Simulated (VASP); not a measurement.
The system is Ni3GeC.

```
Ge Ni C
1.0
     3.80871    0.00000    0.00000
     0.00000    3.80871    0.00000
     0.00000    0.00000    3.80871
Ge Ni C
1 3 1
Direct
  0.00000 0.00000 0.00000
  0.50000 0.00000 0.50000
  0.50000 0.50000 0.00000
  0.00000 0.50000 0.50000
  0.50000 0.50000 0.50000
```

The cell comes from a database or a generator and needn't be the stable form of this composition.

```yaml
Program: VASP 6.6.1
Task: single point
Functional: PBE
Potentials_or_basis: VASP PAW PBE potentials, release 64 (Ge_d, Ni, C)
Cutoff: 520 eV
k_mesh: 7 × 7 × 7
Occupations: fermi-dirac, width 0.05 eV
Spin: collinear spin, ferromagnetic start
Starting_moments: "[0.0, 1.0, 1.0, 1.0, 0.0] μB"
```

On this cell: pressure 0.8 GPa; largest force zero by symmetry; net moment 0.00 μB per cell; band gap on the k mesh none (metal or under the smearing width).

The same run follows on a disturbed copy (atoms moved at random, drawn with an rms of 0.05 Å):

```
CELL_PARAMETERS angstrom
3.80871 0.00000 0.00000
0.00000 3.80871 0.00000
0.00000 0.00000 3.80871
ATOMIC_POSITIONS crystal
Ge 0.01295 0.00077 0.99214
Ni 0.50410 0.00044 0.49617
Ni 0.48684 0.50683 0.00462
Ni 0.99991 0.49171 0.49156
C 0.49650 0.49074 0.50670
```

Problem. What changes?

Solution. The energy (extrapolated to zero smearing) moves by +3.0 meV/atom; pressure 1.0 GPa; largest force 0.512 eV/Å; net moment 0.00 μB per cell; band gap on the k mesh none (metal or under the smearing width).

Forces on the atoms (eV/Å):
```
Ge  -0.178 -0.054  0.082
Ni   0.120 -0.467  0.031
Ni   0.025  0.085 -0.042
Ni  -0.214 -0.005  0.008
C    0.247  0.442 -0.079
```

Stress tensor (GPa, compression positive):
```
 1.02  0.00 -0.18
 0.00  1.22  0.16
-0.18  0.16  0.87
```
